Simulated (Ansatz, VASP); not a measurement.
# TaGe2N4 (TaGe2N4 monolayer) in two plane-wave programs, part 2 of 2

Aim: how closely do two programs agree when they are given the same cell, functional and k mesh? The structure shown is the start of the Ansatz relaxation below; VASP solves that cell, so the two are compared at the walk's first step.

VASP 6.6.1 and Ansatz 0.2.0.

So far: The starting structure; Ansatz: relaxation, PBEsol with D3(BJ).

## (3) VASP: single point, PBEsol with D3(BJ), start cell

Level of this step: PBEsol with D3(BJ), spin-polarised from a ferromagnetic start; plane waves and PAW (N, Ge_d, Ta_pv) (VASP).

The same cell, functional, mesh and smearing now go to VASP, with its own data sets.

Lines of VASP's logs that name or quote its potential files are left out, and so is its time.

Contents of INCAR:

```
SYSTEM = TaGe2N4
PREC = Accurate
ENCUT = 520
EDIFF = 1E-06
NELM = 200
ISMEAR = -1
SIGMA = 0.05
LREAL = .FALSE.
ALGO = Normal
GGA = PS
IVDW = 12
NBANDS = 41
ISPIN = 2
MAGMOM = -0 -0 -0 -0 -0 -0 -0.11
LASPH = .TRUE.
LMAXMIX = 4
LORBIT = 11
LWAVE = .FALSE.
LCHARG = .FALSE.
ISIF = 2
LDIPOL = .TRUE.
IDIPOL = 3
DIPOL = 0.5 0.5 0.5
LVHAR = .TRUE.
GGA_COMPAT = .FALSE.
NELMDL = -8
KPAR = 2
```

Contents of POSCAR:

```
TaGe2N4
1.0
    3.0200000000      0.0000000000      0.0000000000
   -1.5100000000      2.6153970000      0.0000000000
    0.0000000000      0.0000000000     46.2038130000
N Ge Ta
4 2 1
Direct
    0.0000000000      0.0000000000      0.4177144427
    0.3333333333      0.6666666667      0.4702591104
    0.3333333333      0.6666666667      0.5297408679
    0.0000000000      0.0000000000      0.5822855573
    0.3333333333      0.6666666667      0.4304355573
    0.3333333333      0.6666666667      0.5695644210
    0.0000000000      0.0000000000      0.4999999892
```

Contents of KPOINTS:

```
Automatic mesh
0
Gamma
12 12 1
0 0 0
```

Potentials, in the order of the species: N, Ge_d and Ta_pv (PBE family, release 64).

Command:

```sh
$ mpirun -np 2 vasp_std
```

Numbers of over 12 decimals in the logs are rounded to 6 here.

What it wrote:

```text
[banner, memory and clock lines left out]
running    2 mpi-ranks, on    1 nodes
 distrk:  each k-point on    1 cores,    2 groups
 distr:  one band on    1 cores,    1 groups

 POSCAR found type information on POSCAR N GeTa
 POSCAR found :  3 types and       7 ions
|                                                                             |
|               ----> ADVICE to this user running VASP <----                  |
|                                                                             |
|     You enforced a specific xc type in the INCAR file but a different       |
|     [... a line on the potential file left out ...]
|     I HOPE YOU KNOW WHAT YOU ARE DOING!                                     |
|                                                                             |

 LDA part: xc-table for (Slater+PW92), standard interpolation
 POSCAR, INCAR and KPOINTS ok, starting setup
 FFT: planning ... GRIDC
 FFT: planning ... GRID_SOFT
 FFT: planning ... GRID
 WAVECAR not read
 entering main loop
       N       E                     dE             d eps       ncg     rms          rms(c)
DAV:   1     0.591900159590E+03    0.59190E+03   -0.28331E+04  4084   0.173E+03
DAV:   2     0.288494740078E+02   -0.56305E+03   -0.54385E+03  3861   0.509E+02
DAV:   3    -0.632306397344E+02   -0.92080E+02   -0.91274E+02  4376   0.164E+02
DAV:   4    -0.680668818780E+02   -0.48362E+01   -0.48019E+01  4101   0.496E+01
DAV:   5    -0.682477559687E+02   -0.18087E+00   -0.18061E+00  4687   0.804E+00
DAV:   6    -0.682517833528E+02   -0.40274E-02   -0.40260E-02  4639   0.106E+00
DAV:   7    -0.682518857598E+02   -0.10241E-03   -0.10239E-03  4712   0.147E-01
DAV:   8    -0.682518898578E+02   -0.40980E-05   -0.40980E-05  4622   0.271E-02    0.257E+01
DAV:   9    -0.600711171589E+02    0.81808E+01   -0.31090E+01  4518   0.451E+01    0.993E+00
DAV:  10    -0.597128855545E+02    0.35823E+00   -0.44602E+00  3617   0.101E+01    0.693E+00
DAV:  11    -0.595302746706E+02    0.18261E+00   -0.51386E-01  4080   0.594E+00    0.888E-01
DAV:  12    -0.595218813801E+02    0.83933E-02   -0.93777E-02  3831   0.212E+00    0.433E-01
DAV:  13    -0.595215513350E+02    0.33005E-03   -0.16331E-02  4667   0.675E-01    0.317E-01
DAV:  14    -0.595204239731E+02    0.11274E-02   -0.13287E-03  3966   0.265E-01    0.161E-01
[...]
DAV:  32    -0.595249230899E+02   -0.76898E-04   -0.11666E-06  2839   0.389E-03    0.221E-03
DAV:  33    -0.595249588748E+02   -0.35785E-04   -0.24174E-07  2693   0.256E-03    0.162E-03
DAV:  34    -0.595249738421E+02   -0.14967E-04   -0.10373E-07  2743   0.138E-03    0.721E-04
DAV:  35    -0.595249808049E+02   -0.69628E-05   -0.47065E-08  2599   0.919E-04    0.317E-04
DAV:  36    -0.595249896153E+02   -0.88104E-05   -0.12613E-07  2569   0.881E-04    0.303E-04
DAV:  37    -0.595249912995E+02   -0.16842E-05   -0.11118E-08  2631   0.459E-04    0.215E-04
DAV:  38    -0.595249924873E+02   -0.11878E-05   -0.82869E-09  2421   0.319E-04    0.116E-04
DAV:  39    -0.595249930792E+02   -0.59190E-06   -0.37394E-09  2436   0.218E-04
   1 F= -.60905439E+02 E0= -.60896477E+02  d E =-.179245E-01  mag=    -0.0000
```

Parts of OUTCAR (step 3):

```text
ion  position               nearest neighbor table
   1  0.000  0.000  0.418-   5 1.84   5 1.84   5 1.84
   2  0.333  0.667  0.470-   5 1.84   7 2.22   7 2.22   7 2.22
   3  0.333  0.667  0.530-   6 1.84   7 2.22   7 2.22   7 2.22
   4  0.000  0.000  0.582-   6 1.84   6 1.84   6 1.84
   5  0.333  0.667  0.430-   2 1.84   1 1.84   1 1.84   1 1.84
   6  0.333  0.667  0.570-   3 1.84   4 1.84   4 1.84   4 1.84
   7  0.000  0.000  0.500-   3 2.22   3 2.22   2 2.22   2 2.22   3 2.22   2 2.22

  LATTYP: Found a hexagonal cell.
 ALAT       =     3.0200000000
 C/A-ratio  =    15.2992758278

 Subroutine GETGRP returns: Found 12 space group operations
 (whereof 12 operations were pure point group operations)

The static configuration has the point symmetry D_3h.

 Found     19 irreducible k-points:

   k-points           NKPTS =     19   k-points in BZ     NKDIM =     19   number of bands    NBANDS=     41

   dimension x,y,z NGX =    24 NGY =   24 NGZ =  350
   dimension x,y,z NGXF=    48 NGYF=   48 NGZF=  700

   ENCUT  =  520.0 eV  38.22 Ry    6.18 a.u.   5.62  5.62 85.91*2*pi/ulx,y,z

   NELECT =      59.0000    total number of electrons

 k-points in reciprocal lattice and weights: Automatic mesh
   0.00000000  0.00000000  0.00000000       0.007
   0.08333333  0.00000000  0.00000000       0.042
   0.16666667  0.00000000  0.00000000       0.042
   0.25000000  0.00000000  0.00000000       0.042
   0.33333333  0.00000000  0.00000000       0.042
   0.41666667  0.00000000  0.00000000       0.042
   0.50000000  0.00000000  0.00000000       0.021
   0.08333333  0.08333333  0.00000000       0.042
   0.16666667  0.08333333  0.00000000       0.083
[...]
0.33333333  0.25000000  0.00000000       0.083
   0.33333333  0.33333333  0.00000000       0.014

 dipolmoment           0.000000      0.000000      0.000014 electrons x Angstroem

 average (electrostatic) potential at core
       1 -71.9552       2 -71.2793       3 -71.2792       4 -71.9550       5 -82.5684
       6 -82.5682       7 -45.7113

 E-fermi :  -3.2385

 spin component 1
 k-point     1 :       0.0000    0.0000    0.0000
  band No.  band energies     occupation
    ...
     25      -5.6156      1.00000
     26      -5.6156      1.00000
     27      -4.8884      1.00000
     28      -4.5118      1.00000
     29      -4.5118      1.00000
     30      -2.8895      0.00093
     31      -0.8080      0.00000
     32      -0.5137      0.00000
     33       0.2180      0.00000
     34       0.2180      0.00000
    ...

 k-point     2 :       0.0833    0.0000    0.0000
  band No.  band energies     occupation
    ...
     25      -5.9636      1.00000
     26      -5.5504      1.00000
     27      -4.9393      1.00000
     28      -4.6366      1.00000
     29      -4.5523      1.00000
     30      -2.7407      0.00005
     31      -0.6771      0.00000
     32      -0.4751      0.00000
     33       0.2551      0.00000
     34       0.5836      0.00000
    ...

 k-point     3 :       0.1667    0.0000    0.0000
  band No.  band energies     occupation
    ...
     25      -6.0224      1.00000
     26      -5.2958      1.00000
     27      -5.2424      1.00000
     28      -4.9513      1.00000
     29      -4.7271      1.00000
     30      -2.8847      0.00085
     31      -0.6538      0.00000
     32       0.0114      0.00000
     33       0.3947      0.00000
     34       1.2329      0.00000
    ...

 k-point     4 :       0.2500    0.0000    0.0000
  band No.  band energies     occupation
    ...
     26      -5.7214      1.00000
     27      -5.3324      1.00000
     28      -4.9447      1.00000
     29      -4.9383      1.00000
     30      -3.2902      0.73790
     31      -0.4321      0.00000
     32       0.1835      0.00000
     33       0.7142      0.00000
     34       1.5074      0.00000
     35       1.9558      0.00000
    ...

 k-point     5 :       0.3333    0.0000    0.0000
  band No.  band energies     occupation
    ...
     26      -5.6712      1.00000
     27      -5.5523      1.00000
     28      -5.1047      1.00000
     29      -4.6243      1.00000
     30      -3.5167      0.99619
     31      -0.2439      0.00000
     32       0.0785      0.00000
     33       1.2583      0.00000
     34       1.2711      0.00000
     35       1.9493      0.00000
    ...

 k-point     6 :       0.4167    0.0000    0.0000
  band No.  band energies     occupation
    ...
     26      -5.8983      1.00000
     27      -5.3520      1.00000
     28      -5.2044      1.00000
     29      -4.4345      1.00000
     30      -3.5854      0.99903
     31      -0.2763      0.00000
     32      -0.1230      0.00000
     33       1.4456      0.00000
     34       1.8784      0.00000
     35       1.9102      0.00000
    ...

 Edisp (eV)   -1.38045

  Total      -1.05367    -1.05367    -8.46104     0.00000    -0.00000     0.00000
  in kB      -4.62587    -4.62587   -37.14599     0.00000    -0.00000     0.00000
  external pressure =      -15.47 kB  Pullay stress =        0.00 kB

  energy-cutoff  :      520.00
  volume of cell :      364.94
      direct lattice vectors                 reciprocal lattice vectors
     3.020000000  0.000000000  0.000000000     0.331125828  0.191175565  0.000000000
    -1.510000000  2.615397000  0.000000000     0.000000000  0.382351131  0.000000000
     0.000000000  0.000000000 46.203813000     0.000000000  0.000000000  0.021643235

 POSITION                                       TOTAL-FORCE (eV/Angst)
 -----------------------------------------------------------------------------------
      0.00000      0.00000     19.30000        -0.000000      0.000000     -0.271605
     -0.00000      1.74360     21.72776        -0.000000      0.000000      3.375314
     -0.00000      1.74360     24.47605        -0.000000      0.000000     -3.375314
      0.00000      0.00000     26.90381        -0.000000     -0.000000      0.271605
     -0.00000      1.74360     19.88776         0.000000      0.000000      0.184672
     -0.00000      1.74360     26.31605         0.000000      0.000000     -0.184672
      0.00000      0.00000     23.10191        -0.000000      0.000000      0.000000
 -----------------------------------------------------------------------------------
    total drift:                                0.000001     -0.000001      0.002836

  FREE ENERGIE OF THE ION-ELECTRON SYSTEM (eV)
  ---------------------------------------------------
  free  energy   TOTEN  =       -60.9054388397 eV

  energy  without entropy=      -60.8875143797  energy(sigma->0) =      -60.89647661

 vacuum level on the upper side and lower side of the slab         2.640         2.639

 total charge
# of ion       s       p       d       tot
------------------------------------------
    1        1.233   2.541   0.000   3.773
    2        1.228   2.483   0.000   3.710
    3        1.228   2.483   0.000   3.710
    4        1.233   2.541   0.000   3.773
    5        1.017   1.384  10.366  12.767
    6        1.017   1.384  10.366  12.767
    7        0.301   6.250   2.236   8.787
--------------------------------------------------
tot          7.255  19.065  22.968  49.288

 magnetization (x)
# of ion       s       p       d       tot
------------------------------------------
    1       -0.000  -0.000   0.000  -0.000
    2       -0.000  -0.000   0.000  -0.000
    3       -0.000  -0.000   0.000  -0.000
    4       -0.000  -0.000   0.000  -0.000
    5        0.000   0.000   0.000   0.000
    6        0.000   0.000   0.000   0.000
    7       -0.000   0.000   0.000   0.000
--------------------------------------------------
tot         -0.000  -0.000   0.000   0.000

[... 3 further parts left out ...]
```

## (4) Side by side

Known differences besides the potentials themselves: VASP starts from the moments at which Ansatz ended; Ansatz cuts the interaction across the vacuum, VASP repeats the sheet with a dipole correction; the data sets hold 61 valence electrons in Ansatz (on its default PAW (the set named soft_2) files) and 59 in VASP; the cutoff is 420 eV in Ansatz and 520 eV in VASP; Ansatz makes its cores anew for this functional, VASP keeps those of its PBE data sets. Total energies have different zeros and are not compared.

Forces (eV/Å; atoms numbered as in POSCAR):

```tsv
atom	Ansatz x, y, z	VASP x, y, z
N1	0.000, 0.000, -0.311	0.000, 0.000, -0.272
N2	0.000, 0.000, 3.435	0.000, 0.000, 3.375
N3	0.000, 0.000, -3.435	0.000, 0.000, -3.375
N4	0.000, 0.000, 0.311	0.000, 0.000, 0.272
Ge5	0.000, 0.000, 0.204	0.000, 0.000, 0.185
Ge6	0.000, 0.000, -0.204	0.000, 0.000, -0.185
Ta7	0.000, 0.000, 0.000	0.000, 0.000, 0.000
```

The forces differ by 23 meV/Å r.m.s., which is 2.2 % of the r.m.s. force of 1.047 eV/Å (both taken over all components). Moments aren't recorded for both runs of this pair, so they may hold unlike magnetic states. With vacuum in the cell, a pressure given here is an average over mostly empty space and none of the material.

## (5) What came out

| Item | Value |
| --- | --- |
| r.m.s. force difference (single point, PBEsol with D3(BJ), start cell) | 2.2 % of the r.m.s. force |

The r.m.s. force difference is 2.2 % of the r.m.s. force (single point, PBEsol with D3(BJ), start cell), within the 3 % picked in this series as the mark of a large difference. The data sets hold unlike numbers of valence electrons (61 in Ansatz and 59 in VASP), so part of the differences comes from the potentials. 1 further run of this series is not shown here. How closely two codes agree says nothing of how well the functional describes the real material.

[Lines on the potential files, build, host, timing and source positions are cut from VASP's logs without a mark.]

[Logs are printed without paths, hosts, clocks, repeated set-up lines and the standing remarks that a program may print on its own settings, such as how far it seeks lower states.]

[Hosts, paths, dates, database ids (printed as entryN), source tags and the programs' standing remarks are cut or masked in the printed files.]
